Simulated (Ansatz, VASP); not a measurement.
# GaAs: VASP beside Ansatz

Wanted: the spread between two codes on one cell, functional and k mesh. The structure shown comes from an earlier Ansatz run, which isn't shown and may have moved the atoms alone.

Program: Ansatz 0.2.0. Level of theory: plane waves, with VASP 6.6.1 beside it; elastic constants at r2SCAN. Results are calculated unless marked as measured.

## Step 1: The starting structure

It takes space group F-43m (No. 216, cubic). The conventional cell has a = 5.667 Å, b = 5.667 Å, c = 5.667 Å, α = 90.00°, β = 90.00°, γ = 90.00°. Nearest to Ga lie 4 As at 2.45 Å. Nearest to As lie 4 Ga at 2.45 Å. Farther neighbours are not listed.

## Step 2: Ansatz: elastic constants, r2SCAN

Ansatz runs on its default PAW (the set named soft_2) files.

Elastic constants are differences of stresses under small strains, so they test the stress and the mesh.

Input file input.yaml:

```yaml
crystal:
  lattice:
    - [0.0, 2.8334885295, 2.8334885295]
    - [2.8334885295, 0.0, 2.8334885295]
    - [2.8334885295, 2.8334885295, 0.0]
  atoms:
    - { symbol: Ga, position: [0.0, 0.0, 0.0] }
    - { symbol: As, position: [0.25, 0.25, 0.25] }
kpoints:
  mp_grid: { grid: [10, 10, 10] }
hamiltonian:
  xc: r2scan
scf:
  occupations: { method: fixed }
output:
  forces: true
  stress: true
  eigenvalues: true
elastic:
  mode: relaxed_ion
  stencil: two_point
```

Command:

```bash
$ ansatz run input.yaml --threads 8 --pin off --max-ram 14336MiB --backend cpu --events-out ev --progress --plain --runs-dir out
```

Numbers of over 12 decimals in the logs are rounded to 6 here.

The program printed:

```text
Engine: ansatz 0.2.0, x86_64-unknown-linux-gnu
Pseudopotentials: kind: paw
Pseudopotential: Ga, paw, valence charge 13, recommended cutoff 500 eV (meta_gga), Ga.paw.azcp
Pseudopotential: As, paw, valence charge 15, recommended cutoff 500 eV (meta_gga), As.paw.azcp
Functional definition: r2SCAN
  parameter k0 = 0.174
  parameter k1 = 0.065
  parameter a1 = 4.9479
  exchange = r2scan_x(k0 = k0, k1 = k1, a1 = a1)
  correlation = r2scan_c
Crystal: 2 atoms, lattice volume = 45.498 Å³
Basis set: ecut = 500 eV, 1139 PW (Γ), exchange–correlation on 120×120×120 points (64 copies of the dense FFT grid, shifted against one another)
Bands: 18, of which v1, the nominal top of the filled ones, is band 14 counted from 1 (13 counted from 0)
Symmetry: 24 space group operations
Space group: F-43m (ITA 216), of the structure as read, at distance tolerance 3.6e-5 Å
k-points: 47 of 1000 (time reversal used)
Non-local potential: Ga, projectors of the file, l = 0: 2, l = 1: 2, l = 2: 3, l = 3: 1
Non-local potential: As, projectors of the file, l = 0: 2, l = 1: 2, l = 2: 3, l = 3: 1
PAW form: soft (Blöchl's): semilocal exchange-correlation on the pseudo side does not see the compensation charge
PAW frozen core: Ga, regenerated for the run's functional (the file was generated under x = pbe(κ = 0.804, μ = 0.219515), c = pbe(β = 0.066725))
PAW frozen core: As, regenerated for the run's functional (the file was generated under x = pbe(κ = 0.804, μ = 0.219515), c = pbe(β = 0.066725))
PAW one-centre angular grid: Ga, 590 points (default); XC on 160 Gauss nodes
PAW one-centre angular grid: As, 590 points (default); XC on 160 Gauss nodes
Initial density: superposition of atomic densities (neutral atoms: chi_scale 0, normalization atom), corrected by the library's trained network
Initial wavefunctions: pseudopotential atomic-orbital guess
Functional: x = r2scan, c = r2scan; τ floored in thin density (d = 2e-4 eV/Å³)
SCF iter   1: F=—  HF=-8655.748446 eV  |F-HF|=—  |Δ(HF+E_count)|=         —  Δρ=7.92e-3  dr2=1.08e-2  dr2_τ=4.28e-3  ethr=1.77e-3  ⟨swp⟩=4.3  Hψ=3537  notcnv=0  defer=78
preconditioner: auto → none  [insulator: Δε(μ)=0.894 eV  Ē_g=16.304 eV  n_scr=14 (ndim 8)  ℏωp=23.4 eV  f_vac=0.094  ε∞_Penn≈3.1]
SCF iter   2: F=—  HF=-8655.757563 eV  |F-HF|=—  |Δ(HF+E_count)|=   9.12e-3  Δρ=1.63e-3  dr2=1.45e-3  dr2_τ=3.59e-5  ethr=3.85e-5  ⟨swp⟩=2.8  Hψ=2041  notcnv=0  defer=84
SCF iter   3: F=—  HF=-8655.757134 eV  |F-HF|=—  |Δ(HF+E_count)|=   4.29e-4  Δρ=1.51e-3  dr2=3.87e-4  dr2_τ=3.28e-6  ethr=5.17e-6  ⟨swp⟩=2.1  Hψ=1374  notcnv=0  defer=86
SCF iter   4: F=—  HF=-8655.757321 eV  |F-HF|=—  |Δ(HF+E_count)|=   1.87e-4  Δρ=2.89e-4  dr2=2.30e-5  dr2_τ=4.60e-7  ethr=1.38e-6  ⟨swp⟩=3.0  Hψ=1605  notcnv=0  defer=87
SCF iter   5: F=—  HF=-8655.757312 eV  |F-HF|=—  |Δ(HF+E_count)|=   8.77e-6  Δρ=4.94e-5  dr2=1.35e-6  dr2_τ=1.20e-8  ethr=8.21e-8  ⟨swp⟩=2.0  Hψ=1504  notcnv=0  defer=2
SCF iter   6: F=—  HF=-8655.757308 eV  |F-HF|=—  |Δ(HF+E_count)|=   3.87e-6  Δρ=1.45e-5  dr2=1.18e-7  dr2_τ=2.60e-9  ethr=4.84e-9  ⟨swp⟩=2.7  Hψ=1459  notcnv=0
SCF iter   7: F=—  HF=-8655.757308 eV  |F-HF|=—  |Δ(HF+E_count)|=   1.06e-8  Δρ=3.56e-6  dr2=7.96e-9  dr2_τ=4.99e-11  ethr=4.23e-10  ⟨swp⟩=2.0  Hψ=1017  notcnv=0
SCF iter   8: F=—  HF=-8655.757308 eV  |F-HF|=—  |Δ(HF+E_count)|=  2.98e-10  Δρ=3.04e-7  dr2=1.62e-11  dr2_τ=9.73e-13  ethr=2.84e-11  ⟨swp⟩=2.0  Hψ=1467  notcnv=0
SCF iter   9: F=—  HF=-8655.757308 eV  |F-HF|=—  |Δ(HF+E_count)|=  4.55e-11  Δρ=5.28e-8  dr2=1.53e-12  dr2_τ=1.93e-14  ethr=5.79e-14 (applied; sched 1.00e-12)  ⟨swp⟩=2.7  Hψ=1504  notcnv=0
SCF iter  10: F=-8655.757308 eV  HF=-8655.757308 eV  |F-HF|=1.82e-12  |Δ(HF+E_count)|=  1.82e-12  Δρ=3.62e-9  dr2=7.72e-15  dr2_τ=8.69e-17  ethr=1.00e-12  ⟨swp⟩=4.3  Hψ=4262  notcnv=0
SCF 1 converged in 10 iterations: F = -8655.757308 eV  dr2 = 7.72e-15
  greatest PAW one-centre occupation: 0.999 electrons in one spin orbital (limit 2), on the As atom at site 1 (counted from 0), in its partial waves of l = 2
Initial density: handed on by an earlier stage of this run
Initial wavefunctions: those handed on with the density
iter 1 solved again at ethr=1.00e-12 eV; its pass at ethr=3.10e-3 eV (dr2=3.08e-14 eV) is discarded
SCF iter   1: F=—  HF=-8655.757308 eV  |F-HF|=—  |Δ(HF+E_count)|=         —  Δρ=3.63e-9  dr2=7.79e-15  dr2_τ=8.79e-17  ethr=1.00e-12  ⟨swp⟩=2.3  Hψ=3793  notcnv=0
preconditioner: auto → none  [insulator: Δε(μ)=0.959 eV  Ē_g=16.178 eV  n_scr=14 (ndim 8)  ℏωp=23.4 eV  f_vac=0.083  ε∞_Penn≈3.1]
SCF iter   2: F=-8655.757308 eV  HF=-8655.757308 eV  |F-HF|=5.46e-12  |Δ(HF+E_count)|=    0.00e0  Δρ=1.61e-9  dr2=6.73e-16  dr2_τ=3.71e-17  ethr=1.00e-12  ⟨swp⟩=4.0  Hψ=2707  notcnv=0
SCF 2 converged in 2 iterations: F = -8655.757308 eV  dr2 = 6.73e-16
Crystal: 2 atoms, lattice volume = 45.407 Å³
Symmetry: 8 space group operations
k-points: 102 of 1000 (time reversal used)
[...]
SCF iter   7: F=-8655.757274 eV  HF=-8655.757274 eV  |F-HF|=1.82e-12  |Δ(HF+E_count)|=  1.82e-12  Δρ=5.52e-9  dr2=1.54e-14  dr2_τ=1.69e-16  ethr=1.00e-12  ⟨swp⟩=4.0  Hψ=10422  notcnv=0
SCF 7 converged in 7 iterations: F = -8655.757274 eV  dr2 = 1.54e-14
relax step   3: F+E_penalty+E_count = -8655.75727415 eV  Δ(F+E_penalty+E_count) = -3.772e-7 eV  max|allowed force component| = 3.935e-8 eV/Å  Δτ_max = 0.0001 Å  (7 SCF iters, accepted)
[...]
relax step   1: F+E_penalty+E_count = -8655.75726394 eV  Δ(F+E_penalty+E_count) = +0.000e0 eV  max|allowed force component| = 1.381e-2 eV/Å  Δτ_max = 0.0000 Å  (9 SCF iters, accepted)
[...]
relax step   2: F+E_penalty+E_count = -8655.75727415 eV  Δ(F+E_penalty+E_count) = -1.021e-5 eV  max|allowed force component| = 1.777e-7 eV/Å  Δτ_max = 0.0007 Å  (8 SCF iters, accepted)
iter 1 solved again at ethr=1.00e-12 eV; its pass at ethr=3.10e-3 eV (dr2=7.05e-14 eV) is discarded
SCF iter   1: F=—  HF=-8655.757274 eV  |F-HF|=—  |Δ(HF+E_count)|=         —  Δρ=9.55e-9  dr2=4.13e-14  dr2_τ=3.19e-16  ethr=1.00e-12  ⟨swp⟩=2.4  Hψ=14092  notcnv=0
SCF iter   2: F=-8655.757274 eV  HF=-8655.757274 eV  |F-HF|=1.82e-12  |Δ(HF+E_count)|=  5.46e-12  Δρ=4.90e-9  dr2=7.60e-15  dr2_τ=1.78e-16  ethr=1.00e-12  ⟨swp⟩=4.1  Hψ=9700  notcnv=0
SCF 11 converged in 2 iterations: F = -8655.757274 eV  dr2 = 7.60e-15
SCF converged after 2 iterations
Free energy (F): -8655.757308 eV
Harris-Foulkes:  -8655.757308 eV  (|F-HF|=5.46e-12)
Internal energy: -8655.757308 eV  (E = F + TS)
E sigma→0 (E₀):  -8655.757308 eV
Fermi energy:    7.841045 eV
--- Per-component energies (eV) ---
  E_band       = -333.426269
  E_kinetic    = 218.409724
  E_local      = -3929.410726  (includes V_loc(G=0)·N_el)
  E_nonlocal   = -242.906870
  E_hartree    = 1981.210434
  E_xc         = -136.542148
  E_vxc        = -143.824195  (∫ρ·V_xc dr)
  E_paw        = -3852.002218  (= ΣΔE_a)
  E_vpaw       = -205.628824  (= ΣTr[D̂ρ^β])
  E_aug_tail   = -0.000041  (compensation charges beyond the density's cutoff)
  E_vtau       = 7.513795  (kinetic-family band-sum trace: ∫τ·v_τ [+ j·A + Jᵃ·Aᵃ] dr)
  E_ewald      = -2692.404985
  E_core_change = -2.110478  (= ΣΔE_core)
  E_smearing   = -0.000000  (= −TS)
  E_closure    = -0.000000  (closes the sum)
  Σ components = -8655.757308   (vs F -8655.757308, Δ=0.00e0)
--- Forces (eV/Å), atoms counted from 1 ---
  atom   1  Ga     0.00000000    -0.00000000     0.00000000
  atom   2  As    -0.00000000     0.00000000     0.00000000
  max |Σ_I F_I| component: 1.56e-16 eV/Å
--- Stress (GPa, compression-positive) ---
       -0.008091       0.000000      -0.000000
        0.000000      -0.008091       0.000000
       -0.000000       0.000000      -0.008091
  P = ⅓ Tr σ = -0.0081 GPa (-0.081 kbar)
--- Band table (eV; the first three rows and the last of 47) ---
  k-point 0: bands = [... 10 lower, -5.3154, 7.8410, 7.8410, 7.8410, 8.8002, 11.8894, 11.8894, 11.8894]
  k-point 1: bands = [... 10 lower, -5.1926, 6.3994, 7.6800, 7.6800, 9.6757, 12.1317, 12.1317, 12.1765]
  k-point 2: bands = [... 10 lower, -4.8407, 4.5433, 7.3294, 7.3294, 9.7858, 12.6091, 12.6091, 13.4363]
  k-point 46: bands = [... 10 lower, -2.6673, 1.0631, 4.3054, 4.4930, 12.1155, 12.2423, 14.6295, 15.0091]
--- Elastic constants: 2 strain directions × 2 members + reference (group order 24) ---
  dense FFT box of the reference and of every strained cell: 30×30×30
  strains applied: 11, 23; error gains: componentwise 1.00 (the most a stress slope's error grows in a printed constant), spectral 1.73 (1 for all six strains in a standard setting)
  C = ∂σ_k/∂η_j (tension-positive GPa; Voigt order 11 22 33 23 13 12):
       117.149     49.889     49.889     -0.000      0.000      0.000
        49.889    117.149     49.889     -0.000     -0.000     -0.000
        49.889     49.889    117.149     -0.000     -0.000     -0.000
        -0.000      0.000      0.000     60.343     -0.000      0.000
        -0.000     -0.000     -0.000      0.000     60.343     -0.000
        -0.000      0.000      0.000      0.000     -0.000     60.343
  reference stress σ⁰ (GPa):      0.008      0.008      0.008     -0.000      0.000     -0.000
  C* (energy form; C + prestress term) asymmetry max|C*_kj − C*_jk| = 1.421e-14 GPa — a small one proves nothing (zero by symmetry where the batch's group is 432, −43m or m−3m); a large one is finite-difference/SCF noise where every solve meets its electron count
  moduli (Voigt/Reuss/Hill, GPa): K = 72.31/72.31/72.31   G = 49.66/45.79/47.73   E = 117.36   ν = 0.230
  mechanically stable: yes (min eigenvalue of sym C = 60.34 GPa)
  strain η (Voigt 11):  stress-route row diagonal C_11 = 117.15 GPa, energy-path curvature d²(F+E_count+ΔE)/dδ²/Ω₀ = 117.28 GPa
         δ    σ_11 (GPa)             F (eV)   n_scf  n_hpsi   n_pw
    -2.000e-3      -0.2268       -8655.7572441       9   37479   1177   relax 0 steps, max|allowed force component| 2.78e-17 eV/Å
     2.000e-3       0.2418       -8655.7572399       6   29479   1183   relax 0 steps, max|allowed force component| 2.79e-17 eV/Å
  strain η (Voigt 23):  stress-route row diagonal C_44 = 60.34 GPa, energy-path curvature d²(F+E_count+ΔE)/dδ²/Ω₀ = 60.41 GPa
         δ    σ_23 (GPa)             F (eV)   n_scf  n_hpsi   n_pw
    -2.000e-3      -0.1207       -8655.7572742       2   26018   1183   relax 3 steps, max|allowed force component| 3.93e-8 eV/Å
     2.000e-3       0.1207       -8655.7572742       2   25543   1183   relax 2 steps, max|allowed force component| 1.78e-7 eV/Å
```

Reading the cycles: dr2 is the Hartree energy of the density residual (eV), the measure of convergence; HF is the Harris–Foulkes estimate of the energy, which meets the free energy F at convergence.

(Part 1 of 2 ends here.)

[Lines on the potential files, build, host, timing and source positions are cut from VASP's logs without a mark.]

[Logs are printed without paths, hosts, clocks, repeated set-up lines and the standing remarks that a program may print on its own settings, such as how far it seeks lower states.]

[Hosts, paths, dates, database ids (printed as entryN), source tags and the programs' standing remarks are cut or masked in the printed files.]
